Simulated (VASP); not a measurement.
Input for VASP

**INCAR**
```
SYSTEM  =  MoIr
PREC  =  Accurate; ENCUT  =  400; LREAL  =  .False.
LASPH  =  .True.
EDIFF  =  1E-7; NELM  =  100; ALGO  =  Normal
LMAXMIX  =  6
ISMEAR  =  -5
ISIF  =  2
LWAVE  =  .False.; LCHARG  =  .True.; LORBIT  =  11
NEDOS  =  601
LEFG  =  .True.
```

**POSCAR**
```
MoIr
1
    4.3907400220     0.0000000000     0.0000000000
    0.0000000000     2.7405180833     0.0000000000
    0.0000000000     0.0000000000     4.7723992721
Ir Mo
2 2
Direct
  0.2500000000   0.5000000000   0.6757528366
  0.7500000000   0.5000000000   0.3242471634
  0.2500000000   0.0000000000   0.1705966184
  0.7500000000   0.0000000000   0.8294033816
```

File KPOINTS:
```
Automatic
0
Gamma
 8 12 7
0 0 0
```

POTCAR, in this order: Ir Mo_sv (LDA.64 set). Program: vasp_std.

Task: Write an equivalent input for Quantum ESPRESSO's pw.x.

Result: One equivalent input (not run):
```
&CONTROL
  calculation = 'scf'
  pseudo_dir = './pseudo'
  outdir = './out'
  tprnfor = .true.
  tstress = .true.
/
&SYSTEM
  ibrav = 0
  nat = 4
  ntyp = 2
  ecutwfc = 80
  occupations = 'tetrahedra'
  input_dft = 'pz'
/
&ELECTRONS
  conv_thr = 7.3e-09
  electron_maxstep = 100
/
ATOMIC_SPECIES
  Ir 192.217 Ir.upf
  Mo 95.950 Mo.upf
CELL_PARAMETERS angstrom
     4.3907400    0.0000000    0.0000000
     0.0000000    2.7405181    0.0000000
     0.0000000    0.0000000    4.7723993
ATOMIC_POSITIONS crystal
  Ir   0.2500000  0.5000000  0.6757528
  Ir   0.7500000  0.5000000  0.3242472
  Mo   0.2500000  0.0000000  0.1705966
  Mo   0.7500000  0.0000000  0.8294034
K_POINTS automatic
  8 12 7 0 0 0
```
The two are equivalent in intent, not identical: the potentials are each code's own (VASP's PAW set, PseudoDojo norm-conserving files in pw.x), so ENCUT and ecutwfc are chosen apart and not converted; conv_thr bounds pw.x's estimated SCF error, while EDIFF bounds the energy change between steps; the field gradients of LEFG aren't asked of the other code.

The structure comes from a measured MoIr entry (Pmma) of the Crystallography Open Database, whose conditions weren't checked. It was relaxed first.
